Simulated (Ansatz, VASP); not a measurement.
## One calculation of YLu2F3, two programs

File INCAR:

```
ALGO     = Normal         # electronic algorithm
EDIFF    = 1E-6           # SCF threshold, eV
ENCUT    = 520            # plane-wave cutoff, eV
GGA      = PE             # functional
ISIF     = 2              # what is computed and relaxed
ISMEAR   = 0              # smearing method
LASPH    = True           # aspherical terms in the spheres
LCHARG   = False          # write CHGCAR
LREAL    = False          # projectors in reciprocal space
LWAVE    = False          # write WAVECAR
NBANDS   = 50             # bands
NELM     = 80             # most SCF steps
PREC     = Accurate       # precision mode
SIGMA    = 0.1            # smearing width, eV
```

File KPOINTS:

```
k-points
0
Gamma
  4 4 4
```

POSCAR

```
YLu2F3
1.0
    4.3864670500      0.0000000000      0.0000000000
    0.0000000000      4.3864670500      0.0000000000
    0.0000000000      0.0000000000      6.2466555800
Y Lu F
1 2 3
Direct
    0.0000000000      0.0000000000      0.5000000000
    0.0000000000      0.5000000000      0.2679100000
    0.5000000000      0.0000000000      0.7320900000
    0.5000000000      0.5000000000      0.0000000000
    0.0000000000      0.0000000000      0.0000000000
    0.5000000000      0.5000000000      0.5000000000
```

Input for Ansatz:

```yaml
crystal:
  lattice:
    - [4.38646705, 0.0, 0.0]
    - [0.0, 4.38646705, 0.0]
    - [0.0, 0.0, 6.24665558]
  atoms:
    - { symbol: "Y", position: [0.0, 0.0, 0.5] }
    - { symbol: Lu, position: [0.0, 0.5, 0.26791] }
    - { symbol: Lu, position: [0.5, 0.0, 0.73209] }
    - { symbol: F, position: [0.5, 0.5, 0.0] }
    - { symbol: F, position: [0.0, 0.0, 0.0] }
    - { symbol: F, position: [0.5, 0.5, 0.5] }
basis:
  ecutwfc: 420
kpoints:
  mp_grid: { grid: [4, 4, 4] }
hamiltonian:
  xc: pbe
scf:
  occupations: { method: gaussian, width: 0.1 }
  lower_state_search: "off"
output:
  forces: true
  stress: true
  eigenvalues: true
```

Change from the starting cell: species swapped into the Li3MnAs2 type (P-4m2, No. 115).

Alike in both runs: task single point; functional PBE; k mesh 4 × 4 × 4; occupations gaussian, width 0.1 eV; no spin polarisation.

```csv
,VASP,Ansatz
version,VASP 6.6.1,Ansatz 0.2.0
potentials or method,"VASP PAW PBE potentials, release 64 (Y_sv, Lu, F)","scalar-relativistic, plane waves, PAW"
plane-wave cutoff (eV),520,420
valence electrons in the cell,82,82
```

|  | VASP | Ansatz | Ansatz less VASP |
| --- | --- | --- | --- |
| gap on the k mesh at the Fermi level (eV) | none | none | - |
| pressure (GPa) | 0.0 | -0.1 | -0.10 |
| largest component of the traceless stress (GPa) | 1.78 | 1.79 | +0.009 |
| rms of the force components (eV/Å) | 1.081 | 1.066 | -0.0152 |

Atom by atom the forces differ by 0.015 eV/Å (rms over components). A gap of «none» marks a metal or a gap that the smearing closes. With one functional, cell and mesh, what is left measures potentials, basis and numerics.

Caveats: forces of over 1 eV/Å show positions far from the minimum, so gaps and moduli don't describe the material at rest. The runs have no spin-orbit coupling, so splittings on Lu are missing.
